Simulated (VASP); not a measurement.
Output of a VASP run:

OUTCAR:
```
 ion  position               nearest neighbor table
   1  0.000  0.000  0.000-   2 2.39   2 2.39   2 2.39   2 2.39
   2  0.250  0.250  0.250-   1 2.39   1 2.39   1 2.39   1 2.39
  LATTYP: Found a face centered cubic cell.
 ALAT       =     5.5183079202
 Subroutine PRICEL returns:
 Original cell was already a primitive cell.
 Subroutine GETGRP returns: Found 24 space group operations
The static configuration has the point symmetry T_d .
The dynamic configuration has the point symmetry T_d .
 Subroutine INISYM returns: Found 24 space group operations
 Subroutine IBZKPT returns following result:
 Found     29 irreducible k-points:

 Following reciprocal coordinates:
            Coordinates               Weight
  0.000000  0.000000  0.000000      1.000000
  0.125000  0.000000  0.000000      8.000000
  0.250000  0.000000  0.000000      8.000000
  0.375000  0.000000  0.000000      8.000000
  0.500000  0.000000  0.000000      4.000000
  0.125000  0.125000  0.000000      6.000000
  0.250000  0.125000  0.000000     24.000000
  0.375000  0.125000  0.000000     24.000000
  0.500000  0.125000  0.000000     24.000000
 -0.375000  0.125000  0.000000     24.000000
 -0.250000  0.125000  0.000000     24.000000
 -0.125000  0.125000  0.000000     12.000000
  0.250000  0.250000  0.000000      6.000000
  0.375000  0.250000  0.000000     24.000000
  0.500000  0.250000  0.000000     24.000000
 -0.375000  0.250000  0.000000     24.000000
 -0.250000  0.250000  0.000000     12.000000
  0.375000  0.375000  0.000000      6.000000
  0.500000  0.375000  0.000000     24.000000
 -0.375000  0.375000  0.000000     12.000000
  0.500000  0.500000  0.000000      3.000000
  0.375000  0.250000  0.125000     24.000000
  0.500000  0.250000  0.125000     48.000000
 -0.375000  0.250000  0.125000     24.000000
  0.500000  0.375000  0.125000     24.000000
 -0.375000  0.375000  0.125000     48.000000
 -0.250000  0.375000  0.125000     24.000000
 -0.375000  0.500000  0.125000     12.000000
 -0.250000  0.500000  0.250000      6.000000
   k-points           NKPTS =     29   k-points in BZ     NKDIM =     29   number of bands    NBANDS=     13
   number of dos      NEDOS =    301   number of ions     NIONS =      2
   total plane-waves  NPLWV =  21952
   dimension x,y,z NGX =    28 NGY =   28 NGZ =   28
   dimension x,y,z NGXF=    56 NGYF=   56 NGZF=   56
   ions per type =               1   1
   PREC   = accura    normal or accurate (medium, high low for compatibility)
   ISTART =      0    job   : 0-new  1-cont  2-samecut
   ICHARG =      2    charge: 1-file 2-atom 10-const
   ISPIN  =      1    spin polarized calculation?
   LNONCOLLINEAR =      F non collinear calculations
   LSORBIT =      F    spin-orbit coupling
   INIWAV =      1    electr: 0-lowe 1-rand  2-diag
   ENCUT  =  500.0 eV  36.75 Ry    6.06 a.u.   7.11  7.11  7.11*2*pi/ulx,y,z
   NELM   =    100;   NELMIN=  2; NELMDL= -5     # of ELM steps
   EDIFF  = 0.1E-05   stopping-criterion for ELM
   LREAL  =      F    real-space projection
   NLSPLINE    = F    spline interpolate recip. space projectors
   LMAXMIX     =    4 max onsite mixed and CHGCAR
   VOSKOWN=      0    Vosko Wilk Nusair interpolation
   EDIFFG = -.2E-01   stopping-criterion for IOM
   NSW    =     40    number of steps for IOM
   NBLOCK =      1;   KBLOCK =     40    inner block; outer block
   IBRION =      2    ionic relax: 0-MD 1-quasi-New 2-CG
   NFREE  =      1    steps in history (QN), initial steepest desc. (CG)
   ISIF   =      3    stress and relaxation
   ISYM   =      2    0-nonsym 1-usesym 2-fastsym
   TEIN   =    0.0    initial temperature
   TEBEG  =    0.0;   TEEND  =   0.0 temperature during run
   SMASS  =  -3.00    Nose mass-parameter (am)
   PSTRESS=  450.0 pullay stress
   NELECT =      18.0000    total number of electrons
   EFERMI =   0.00;   METHOD = LEGACY
   ISMEAR =     0;   SIGMA  =   0.05  broadening in eV -4-tet -1-fermi 0-gaus
   IALGO  =     38    algorithm
...
```

File OSZICAR:
```
...
       N       E                     dE             d eps       ncg     rms          rms(c)
DAV:   1    -0.218237362048E+02   -0.13735E+02   -0.27779E+02   944   0.337E+02    0.417E+01
DAV:   2    -0.459869718972E+01    0.17225E+02   -0.53030E+01   894   0.300E+02    0.850E+00
DAV:   3    -0.367730513994E+01    0.92139E+00   -0.27182E+00  1101   0.215E+01    0.879E+00
DAV:   4    -0.346845398627E+01    0.20885E+00   -0.46896E-01   914   0.101E+01    0.375E+00
DAV:   5    -0.347479543572E+01   -0.63414E-02   -0.34767E-02  1148   0.310E+00    0.169E+00
DAV:   6    -0.347733406447E+01   -0.25386E-02   -0.14614E-02  1026   0.267E+00    0.466E-01
DAV:   7    -0.347734821247E+01   -0.14148E-04   -0.19399E-03   814   0.436E-01    0.281E-01
DAV:   8    -0.347735042112E+01   -0.22086E-05   -0.34032E-05  1150   0.620E-02    0.283E-01
DAV:   9    -0.347734392318E+01    0.64979E-05   -0.24693E-06   821   0.245E-02    0.216E-01
DAV:  10    -0.347734210475E+01    0.18184E-05   -0.23060E-05   874   0.377E-02    0.986E-02
DAV:  11    -0.347734121597E+01    0.88877E-06   -0.66284E-07   472   0.164E-02
   2 F= 0.52534963E+01 E0= 0.52536264E+01  d E =0.154306E+01
       N       E                     dE             d eps       ncg     rms          rms(c)
DAV:   1    -0.155798908758E+02   -0.12103E+02   -0.25228E+02   959   0.522E+02    0.188E+01
DAV:   2    -0.906887768876E+01    0.65110E+01   -0.15565E+01   959   0.907E+01    0.703E+00
DAV:   3    -0.754600959444E+01    0.15229E+01   -0.46679E+00  1006   0.521E+01    0.432E+00
DAV:   4    -0.749873649694E+01    0.47273E-01   -0.43445E-01  1018   0.979E+00    0.213E+00
DAV:   5    -0.748241463598E+01    0.16322E-01   -0.18370E-02  1111   0.348E+00    0.790E-01
DAV:   6    -0.747931865101E+01    0.30960E-02   -0.11939E-02   941   0.339E+00    0.395E-01
DAV:   7    -0.747907573874E+01    0.24291E-03   -0.18485E-03  1000   0.475E-01    0.146E-01
DAV:   8    -0.747899736146E+01    0.78377E-04   -0.18047E-04  1123   0.242E-01    0.378E-02
DAV:   9    -0.747898735562E+01    0.10006E-04   -0.34113E-05  1002   0.155E-01    0.255E-02
DAV:  10    -0.747898710966E+01    0.24596E-06   -0.71119E-07   442   0.185E-02
   3 F= 0.35653437E+01 E0= 0.35653437E+01  d E =-.145095E+00
       N       E                     dE             d eps       ncg     rms          rms(c)
DAV:   1    -0.742627495528E+01    0.52712E-01   -0.11063E-01   939   0.873E+00    0.501E-01
DAV:   2    -0.742214147931E+01    0.41335E-02   -0.85299E-03   939   0.300E+00    0.155E-01
DAV:   3    -0.742149025430E+01    0.65123E-03   -0.16934E-03  1023   0.121E+00    0.116E-01
DAV:   4    -0.742148225761E+01    0.79967E-05   -0.11300E-04   769   0.113E-01    0.855E-02
DAV:   5    -0.742146296316E+01    0.19294E-04   -0.15524E-05   937   0.462E-02    0.377E-02
DAV:   6    -0.742146113927E+01    0.18239E-05   -0.26014E-06   855   0.202E-02    0.166E-02
DAV:   7    -0.742146092372E+01    0.21555E-06   -0.85110E-07   432   0.120E-02
   4 F= 0.35641424E+01 E0= 0.35641424E+01  d E =-.146296E+00
       N       E                     dE             d eps       ncg     rms          rms(c)
DAV:   1    -0.740598011192E+01    0.15481E-01   -0.81482E-03   949   0.238E+00    0.136E-01
DAV:   2    -0.740567521810E+01    0.30489E-03   -0.62679E-04   949   0.807E-01    0.424E-02
DAV:   3    -0.740562704919E+01    0.48169E-04   -0.12667E-04  1028   0.330E-01    0.311E-02
DAV:   4    -0.740562655775E+01    0.49144E-06   -0.83700E-06   779   0.308E-02
   5 F= 0.35640947E+01 E0= 0.35640947E+01  d E =-.146344E+00
```

File OUTCAR:
```
------------------------ aborting loop because EDIFF is reached ----------------------------------------
  FORCE on cell =-STRESS in cart. coord.  units (eV):
  Direction    XX          YY          ZZ          XY          YZ          ZX
  --------------------------------------------------------------------------------------
  Total       10.9892706     10.9892706     10.9892706      0.0000000      0.0000000     -0.0000000
  in kB      450.8019535    450.8019535    450.8019535      0.0000000      0.0000000     -0.0000000
  external PRESSURE =       0.8019535 kB  Pullay stress =     450.0000000 kB
  volume of cell :       39.06
      direct lattice vectors                 reciprocal lattice vectors
     0.000000000  2.692906169  2.692906169    -0.185673012  0.185673012  0.185673012
     2.692906169  0.000000000  2.692906169     0.185673012 -0.185673012  0.185673012
     2.692906169  2.692906169 -0.000000000     0.185673012  0.185673012 -0.185673012
  FREE ENERGIE OF THE ION-ELECTRON SYSTEM (eV)
  ---------------------------------------------------
  free  energy   TOTEN  =        -7.4056265578 eV

  energy  without entropy=       -7.4056265578  energy(sigma->0) =       -7.40562656
  enthalpy is  TOTEN    =         3.5640946642 eV   P V=       10.9697212219

 reached required accuracy - stopping structural energy minimisation
```
(Selected blocks of OUTCAR.)

**POSCAR**
```
InAs
1
    0.0000000000     2.7591539601     2.7591539601
    2.7591539601     0.0000000000     2.7591539601
    2.7591539601     2.7591539601     0.0000000000
In As
1 1
Direct
  0.0000000000   0.0000000000   0.0000000000
  0.2500000000   0.2500000000   0.2500000000
```

Reconstruct the remaining input files.

One answer among several that fit: the input of the run itself, LDA (Ceperley-Alder, Perdew-Zunger), plane waves, VASP's LDA PAW potentials (set 64).

**INCAR**
```
# general
SYSTEM  = InAs
PREC    = Accurate
ENCUT   = 500
LREAL   = .FALSE.
LASPH   = .TRUE.

# electronic loop
EDIFF   = 1E-6
NELM    = 100
ALGO    = Normal
LMAXMIX = 4

# smearing
ISMEAR  = 0
SIGMA   = 0.05

# ions
IBRION  = 2
NSW     = 40
ISIF    = 3
EDIFFG  = -0.02
PSTRESS = 450

# output
LWAVE   = .FALSE.
LCHARG  = .FALSE.
```

KPOINTS:
```
kpoints
0
G
8 8 8
0 0 0
```

POTCAR, in this order: In_d As (LDA.64 set). Program: vasp_std.

Energy and stress use the plane-wave basis of the starting cell.

The compound is InAs in the zinc blende structure. This run relaxes it under an external pressure of 45 GPa. Symmetry was kept, so distortions that lower it aren't found.
